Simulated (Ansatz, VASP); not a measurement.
# One calculation of Ca2ZrN3, two programs

INCAR

```
SYSTEM = Ca2ZrN3
ALGO = Normal
EDIFF = 1E-6
ENCUT = 520
GGA = PE
ISIF = 2
ISMEAR = 0
LASPH = .TRUE.
LCHARG = .FALSE.
LREAL = .FALSE.
LWAVE = .FALSE.
NBANDS = 32
NELM = 100
PREC = Accurate
SIGMA = 0.1
```

Contents of KPOINTS:

```
k-points
0
G
  6 6 2
  0 0 0
```

POSCAR

```
Ca2ZrN3
1.0
    3.1764850300      0.0000000000      0.0000000000
    0.0000000000      3.1764850300      0.0000000000
    0.0000000000      0.0000000000     11.8203347400
Ca Zr N
2 1 3
Direct
    0.5000000000      0.5000000000      0.8681410000
    0.5000000000      0.5000000000      0.1318590000
    0.0000000000      0.0000000000      0.0000000000
    0.0000000000      0.0000000000      0.6647679800
    0.0000000000      0.0000000000      0.3352320200
    0.5000000000      0.5000000000      0.5000000000
```

Input for Ansatz:

```yaml
crystal:
  lattice:
    - [3.17648503, 0.0, 0.0]
    - [0.0, 3.17648503, 0.0]
    - [0.0, 0.0, 11.82033474]
  atoms:
    - { symbol: Ca, position: [0.5, 0.5, 0.868141] }
    - { symbol: Ca, position: [0.5, 0.5, 0.131859] }
    - { symbol: Zr, position: [0.0, 0.0, 0.0] }
    - { symbol: "N", position: [0.0, 0.0, 0.66476798] }
    - { symbol: "N", position: [0.0, 0.0, 0.33523202] }
    - { symbol: "N", position: [0.5, 0.5, 0.5] }
basis:
  ecutwfc: 420
kpoints:
  mp_grid: { grid: [6, 6, 2] }
hamiltonian:
  xc: pbe
scf:
  occupations: { method: gaussian, width: 0.1 }
  lower_state_search: "off"
output:
  forces: true
  stress: true
  eigenvalues: true
```

Change from the starting cell: species swapped into the Er2Mg3Ru type (P4/mmm, No. 123).

Alike in both runs: task single point; functional PBE; k mesh 6 × 6 × 2; occupations gaussian, width 0.1 eV; no spin polarisation.

```csv
,VASP,Ansatz
version,VASP 6.6.1,Ansatz 0.2.0
potentials or method,"VASP PAW PBE potentials, release 64 (Ca_sv, Zr_sv, N)","scalar-relativistic, plane waves, PAW"
plane-wave cutoff (eV),520,420
valence electrons in the cell,47,47
```

```tsv
	VASP	Ansatz	Ansatz less VASP
gap on the k mesh at the Fermi level (eV)	none	none	-
pressure (GPa)	8.7	8.6	-0.17
largest component of the traceless stress (GPa)	2.46	2.44	-0.019
rms of the force components (eV/Å)	2.425	2.410	-0.0154
```

Atom by atom the forces differ by 0.016 eV/Å (rms over components). A gap of «none» marks a metal or a gap that the smearing closes.

Caveats: forces of over 1 eV/Å show positions far from the minimum, so gaps and moduli don't describe the material at rest.
